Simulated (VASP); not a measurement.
OSZICAR of a VASP run on Te (trig):

OSZICAR:
```
       N       E                     dE             d eps       ncg     rms          rms(c)
DAV:   1    -0.565514845329E+00   -0.56551E+00   -0.58007E+03   442   0.923E+02
DAV:   2    -0.747079300268E+02   -0.74142E+02   -0.71188E+02   601   0.144E+02
DAV:   3    -0.792468025645E+02   -0.45389E+01   -0.45135E+01   527   0.416E+01
DAV:   4    -0.793204566914E+02   -0.73654E-01   -0.73628E-01   589   0.651E+00
DAV:   5    -0.793215063614E+02   -0.10497E-02   -0.10497E-02   512   0.699E-01    0.953E+00
DAV:   6    -0.771094546309E+02    0.22121E+01   -0.24226E-01   442   0.464E+00    0.719E+00
DAV:   7    -0.748770681533E+02    0.22324E+01   -0.12890E+00   447   0.702E+00    0.482E+00
DAV:   8    -0.761851357078E+02   -0.13081E+01   -0.62698E-01   442   0.603E+00    0.536E-01
DAV:   9    -0.760814924990E+02    0.10364E+00   -0.99578E-02   442   0.274E+00    0.188E-01
DAV:  10    -0.762398110718E+02   -0.15832E+00   -0.43358E-02   442   0.172E+00    0.282E-01
DAV:  11    -0.762393537905E+02    0.45728E-03   -0.40600E-04   522   0.177E-01    0.272E-01
DAV:  12    -0.762385583214E+02    0.79547E-03   -0.35742E-03   442   0.615E-01    0.541E-01
DAV:  13    -0.762413070870E+02   -0.27488E-02   -0.21440E-03   442   0.432E-01    0.172E-01
DAV:  14    -0.762416635550E+02   -0.35647E-03   -0.10781E-04   482   0.938E-02    0.165E-01
DAV:  15    -0.762416399357E+02    0.23619E-04   -0.46875E-06   497   0.188E-02    0.154E-01
DAV:  16    -0.762407386195E+02    0.90132E-03   -0.20122E-03   442   0.415E-01    0.967E-02
DAV:  17    -0.762420294960E+02   -0.12909E-02   -0.60329E-04   442   0.243E-01    0.289E-02
DAV:  18    -0.762420157743E+02    0.13722E-04   -0.87072E-06   457   0.239E-02    0.204E-02
DAV:  19    -0.762420127107E+02    0.30636E-05   -0.69088E-07   291   0.867E-03    0.195E-02
DAV:  20    -0.762420330285E+02   -0.20318E-04   -0.79778E-06   442   0.290E-02    0.184E-02
DAV:  21    -0.762420368400E+02   -0.38115E-05   -0.16061E-06   306   0.121E-02    0.262E-02
DAV:  22    -0.762420377305E+02   -0.89050E-06   -0.23085E-06   316   0.148E-02
   1 F= -.76242038E+02 E0= -.76242038E+02  d E =-.762420E+02
```

Q: Which electronic solver shows in the log?

A: It is blocked Davidson (ALGO = Normal, or the opening steps of other solvers). The INCAR had ALGO = Normal.

Q: Can the final energy be trusted as converged?

A: The calculation finished and met its thresholds. It stopped with EDIFF = 1E-6, NELM = 100, NSW = 60 and EDIFFG = -0.02 after 1 ionic step (r2SCAN meta-GGA, plane waves, VASP's PBE PAW potentials (set 64)).

The compound is Te in the trig structure. It was relaxed first, which changed the volume by +7 %. The start is the result of an earlier pass.
